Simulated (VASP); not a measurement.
These are LDA (Ceperley-Alder, Perdew-Zunger), VASP's LDA PAW potentials (set 64) (plane waves; VASP 6.6.1) values and carry that method's errors.

Input for VASP

### POSCAR
```
Mo
1.0
 -1.5575918411   1.5575918411   1.5575918411
  1.5575918411  -1.5575918411   1.5575918411
  1.5575918411   1.5575918411  -1.5575918411
Mo
1
Cartesian
  0.0000000000   0.0000000000   0.0000000000
```

### KPOINTS
```
Automatic
0
gamma
 16 16 16
```

### INCAR
```
# general
SYSTEM =Mo
PREC   =Accurate
ENCUT  =500
LREAL  =F
LASPH  =T

# electronic loop
EDIFF  =1E-6
NELM   =100
ALGO   =Normal
LMAXMIX=4

# smearing
ISMEAR =1
SIGMA  =0.1

# ions
IBRION =2
NSW    =40
ISIF   =3
EDIFFG =-0.02
PSTRESS=50

# output
LWAVE  =F
LCHARG =F
```

POTCAR, in this order: Mo_sv (LDA.64 set). Program: vasp_std.

What VASP printed:

**OSZICAR**
```
       N       E                     dE             d eps       ncg     rms          rms(c)
DAV:   1     0.954510809766E+02    0.95451E+02   -0.80446E+03  3198   0.129E+03
DAV:   2    -0.114323544828E+02   -0.10688E+03   -0.10321E+03  3367   0.353E+02
DAV:   3    -0.128474757270E+02   -0.14151E+01   -0.14034E+01  3688   0.418E+01
DAV:   4    -0.128513648468E+02   -0.38891E-02   -0.38888E-02  3461   0.250E+00
DAV:   5    -0.128513857285E+02   -0.20882E-04   -0.20881E-04  3727   0.183E-01    0.168E+01
DAV:   6    -0.122327301605E+02    0.61866E+00   -0.10494E+00  3445   0.128E+01    0.442E+00
DAV:   7    -0.121429695210E+02    0.89761E-01   -0.19356E-01  3695   0.503E+00    0.911E-01
DAV:   8    -0.121360410927E+02    0.69284E-02   -0.52027E-03  3334   0.993E-01    0.224E-01
DAV:   9    -0.121360434905E+02   -0.23978E-05   -0.12543E-04  3834   0.152E-01    0.890E-02
DAV:  10    -0.121360555037E+02   -0.12013E-04   -0.90430E-06  3502   0.390E-02    0.131E-03
DAV:  11    -0.121360555023E+02    0.14099E-08   -0.97615E-08  1991   0.460E-03
   1 F= -.11664340E+02 E0= -.11664451E+02  d E =-.116643E+02
       N       E                     dE             d eps       ncg     rms          rms(c)
DAV:   1    -0.128907733369E+02   -0.75472E+00   -0.21222E+01  3331   0.674E+01    0.141E+01
DAV:   2    -0.121258465931E+02    0.76493E+00   -0.15522E+00  3280   0.173E+01    0.178E+00
DAV:   3    -0.120592699641E+02    0.66577E-01   -0.26028E-01  3425   0.678E+00    0.244E+00
DAV:   4    -0.120669003537E+02   -0.76304E-02   -0.46603E-03  3357   0.840E-01    0.443E-01
DAV:   5    -0.120672581914E+02   -0.35784E-03   -0.11115E-03  3515   0.438E-01    0.545E-02
DAV:   6    -0.120672523086E+02    0.58828E-05   -0.15944E-05  3471   0.496E-02    0.628E-03
DAV:   7    -0.120672521168E+02    0.19181E-06   -0.39638E-07  2030   0.728E-03
   2 F= -.11627045E+02 E0= -.11626989E+02  d E =0.372944E-01
       N       E                     dE             d eps       ncg     rms          rms(c)
DAV:   1    -0.126249252871E+02   -0.55767E+00   -0.12836E+01  3322   0.533E+01    0.791E+00
DAV:   2    -0.121559448782E+02    0.46898E+00   -0.10679E+00  3298   0.137E+01    0.159E+00
DAV:   3    -0.121272709846E+02    0.28674E-01   -0.14832E-01  3434   0.500E+00    0.105E+00
DAV:   4    -0.121319885836E+02   -0.47176E-02   -0.21188E-03  3316   0.521E-01    0.231E-01
DAV:   5    -0.121323936768E+02   -0.40509E-03   -0.43843E-04  3502   0.264E-01    0.156E-02
DAV:   6    -0.121323910124E+02    0.26645E-05   -0.52500E-06  3421   0.294E-02    0.349E-03
DAV:   7    -0.121323908587E+02    0.15363E-06   -0.23642E-07  1958   0.500E-03
   3 F= -.11668264E+02 E0= -.11668311E+02  d E =-.392413E-02
```

### OUTCAR
```
------------------------ aborting loop because EDIFF is reached ----------------------------------------
  FORCE on cell =-STRESS in cart. coord.  units (eV):
  Direction    XX          YY          ZZ          XY          YZ          ZX
  --------------------------------------------------------------------------------------
  Total        0.4537587      0.4537587      0.4537587     -0.0000000      0.0000000     -0.0000000
  in kB       48.8830291     48.8830291     48.8830291     -0.0000000      0.0000000     -0.0000000
  external PRESSURE =      -1.1169709 kB  Pullay stress =      50.0000000 kB
  volume of cell :       14.87
      direct lattice vectors                 reciprocal lattice vectors
    -1.549194013  1.549194013  1.549194013     0.000000000  0.322748472  0.322748472
     1.549194013 -1.549194013  1.549194013     0.322748472  0.000000000  0.322748472
     1.549194013  1.549194013 -1.549194013     0.322748472  0.322748472  0.000000000
 POSITION                                       TOTAL-FORCE (eV/Angst)
 -----------------------------------------------------------------------------------
      0.00000      0.00000      0.00000         0.000000      0.000000      0.000000
 -----------------------------------------------------------------------------------
    total drift:                               -0.000000     -0.000000      0.000000
  FREE ENERGIE OF THE ION-ELECTRON SYSTEM (eV)
  ---------------------------------------------------
  free  energy   TOTEN  =       -12.1323908587 eV

  energy  without entropy=      -12.1325315971  energy(sigma->0) =      -12.13243777
  enthalpy is  TOTEN    =       -11.6682638486 eV   P V=        0.4641270101

 reached required accuracy - stopping structural energy minimisation
```
(Selected blocks of OUTCAR.)

### CONTCAR
```
Mo
   1.00000000000000
    -1.5491940130166857    1.5491940130166857    1.5491940130166857
     1.5491940130166857   -1.5491940130166857    1.5491940130166857
     1.5491940130166857    1.5491940130166857   -1.5491940130166857
  Mo
     1
Direct
     0.0000000000000000    0.0000000000000000    0.0000000000000000
```

The compound is Mo in the bcc structure. This run relaxes it under an external pressure of 5 GPa. Symmetry was kept, so distortions that lower it aren't found.
